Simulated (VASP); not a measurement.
Data:

```
Cs
1.0
   -3.05000     3.05000     3.05000
    3.05000    -3.05000     3.05000
    3.05000     3.05000    -3.05000
Cs
1
Direct
  0.00000   0.00000   0.00000
```

All values below come from LDA (Ceperley-Alder, Perdew-Zunger), VASP's LDA PAW potentials (set 64) (plane waves; VASP). Settings: 400 eV cut-off, 8×8×8 Γ-centred mesh, first-order Methfessel-Paxton smearing of 0.10 eV, potentials Cs_sv.

Energy and stress use the plane-wave basis of the starting cell.

**Question.** The ions, cell shape and volume are relaxed. Give the cell that the relaxation ends in.

**Answer.** 
```
Cs
1.0
   -2.87762     2.87762     2.87762
    2.87762    -2.87762     2.87762
    2.87762     2.87762    -2.87762
Cs
1
Direct
  0.00000   0.00000   0.00000
```
Space group Im-3m (229), at a tolerance of 0.03 Å.

**Question.** How do energy and volume change from the first to the last step?

**Answer.** The energy (σ→0) changes by -21.1 meV/atom and the volume by -16.0 %, in 5 ionic steps.

The compound is Cs in the bcc structure. This run relaxes it. Symmetry was kept, so distortions that lower it aren't found.
